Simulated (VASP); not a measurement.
An input for Ansatz (written as the equivalent of a VASP run, and not itself run):

Ansatz 0.2 input:
```yaml
crystal:
  lattice:
    - [0.0000000, 2.1315966, 2.1315966]
    - [2.1315966, 0.0000000, 2.1315966]
    - [2.1315966, 2.1315966, 0.0000000]
  atoms:
    - { symbol: Ti, position: [0.0000000, 0.0000000, 0.0000000] }
    - { symbol: C, position: [0.5000000, 0.5000000, 0.5000000] }
kpoints:
  mp_grid: { grid: [15, 15, 15] }
hamiltonian:
  xc: pbe
  dispersion: d4
  pseudopotentials: { kind: paw }
scf:
  occupations: { method: methfessel_paxton, width: 0.1 }
  max_iter: 100
output: { forces: true, stress: true, eigenvalues: true }
```

Translate this input to VASP (INCAR, KPOINTS, POSCAR, choice of POTCAR).

This is not unique; one that fits is 
**POSCAR**
```
TiC
1
    0.0000000000     2.1315965626     2.1315965626
    2.1315965626     0.0000000000     2.1315965626
    2.1315965626     2.1315965626     0.0000000000
Ti C
1 1
Direct
  0.0000000000   0.0000000000   0.0000000000
  0.5000000000   0.5000000000   0.5000000000
```

### INCAR
```
LMAXMIX = 4   ! l cut-off of mixed one-centre charges
NELM = 100   ! most electronic steps
LWAVE = .False.
ISMEAR = 1   ! Methfessel-Paxton
ISIF = 2   ! forces and stress, cell fixed
LASPH = .True.
SYSTEM = TiC
PREC = Accurate
EDIFF = 1E-7   ! SCF stop (eV)
SIGMA = 0.1   ! width (eV)
ALGO = Normal
IVDW = 13   ! D4
LREAL = .False.
GGA = PE
ENCUT = 520   ! plane-wave cut-off (eV)
LCHARG = .False.
```

File KPOINTS:
```
Automatic mesh
0
G
  15 15 15
```

POTCAR, in this order: Ti_sv C (PBE.64 set). Program: vasp_std.

The two are equivalent in intent, not identical: each code has its own PAW files, so the cut-off isn't converted (ENCUT is set for VASP's; basis.ecutwfc is left out, and Ansatz then takes the one that its files recommend); Ansatz stops its SCF on the density residual and VASP on the energy change (EDIFF).

The compound is TiC in the rock salt structure. This cell is one point of a volume scan, at 0.97 of the reference volume.
